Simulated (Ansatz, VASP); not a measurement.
Given: the input of a run of Ansatz 0.2.0 on Sc3Te.

File input.yaml:

```yaml
crystal:
  lattice:
    - [0.0, 3.5695, 3.5695]
    - [3.64089, 0.0, 3.5695]
    - [3.64089, 3.5695, 0.0]
  atoms:
    - { symbol: Sc, position: [0.25, 0.25, 0.25] }
    - { symbol: Sc, position: [0.75, 0.75, 0.75] }
    - { symbol: Sc, position: [0.5, 0.5, 0.5] }
    - { symbol: Te, position: [0.0, 0.0, 0.0] }
hamiltonian:
  xc: pbe
  pseudopotentials: { kind: paw }
kpoints:
  mp_grid: { grid: [5, 5, 5] }
scf:
  occupations: { method: fermi_dirac, width: 0.05 }
output:
  forces: true
  stress: true
  eigenvalues: true
```

Potentials or basis: Ansatz PAW.

Run with:

```bash
$ ansatz run input.yaml --threads 2 --pin off --max-ram 5632MiB --backend cpu --events-out ev --progress --plain --runs-dir out
```

Question: Translate it to VASP 6.6.1. Potentials there: VASP PAW PBE potentials, release 64 (Sc_sv, Te).

Answer: As run (the cutoff follows the program's own potentials):

Contents of INCAR:

```
SYSTEM = Sc3Te
  PREC = Accurate
  ENCUT = 520
  EDIFF = 1E-6
  ISMEAR = -1
  SIGMA = 0.05
  LREAL = .FALSE.
  LASPH = .TRUE.
  NELM = 60
  ALGO = Normal
  ISIF = 2
  LWAVE = .FALSE.
  LCHARG = .FALSE.
  GGA = PE
```

KPOINTS

```
Automatic mesh
0
G
  5 5 5
  0 0 0
```

Contents of POSCAR:

```
Sc3Te
1.0
    0.0000000000      3.5695000000      3.5695000000
    3.6408900000      0.0000000000      3.5695000000
    3.6408900000      3.5695000000      0.0000000000
Sc Te
3 1
Direct
    0.2500000000      0.2500000000      0.2500000000
    0.7500000000      0.7500000000      0.7500000000
    0.5000000000      0.5000000000      0.5000000000
    0.0000000000      0.0000000000      0.0000000000
```

Potentials or basis: VASP PAW PBE potentials, release 64 (Sc_sv, Te).

Command:

```sh
$ cat potpaw_PBE.64/Sc_sv/POTCAR potpaw_PBE.64/Te/POTCAR > POTCAR
$ mpirun -np 1 vasp_std > vasp.out
```

Both were run:

|  | VASP | Ansatz | Ansatz less VASP |
| --- | --- | --- | --- |
| gap on the k mesh at the Fermi level (eV) | none | none | - |
| pressure (GPa) | -1.0 | -1.1 | -0.05 |
| largest component of the traceless stress (GPa) | 0.12 | 0.12 | +0.002 |

A gap of «none» marks a metal or a gap that the smearing closes. The functional is the same, so the differences come from potentials, cutoffs and numerics. The two sets of potentials don't hold the same shells in valence.

Spin-orbit coupling is left out, which matters for the levels of Te.
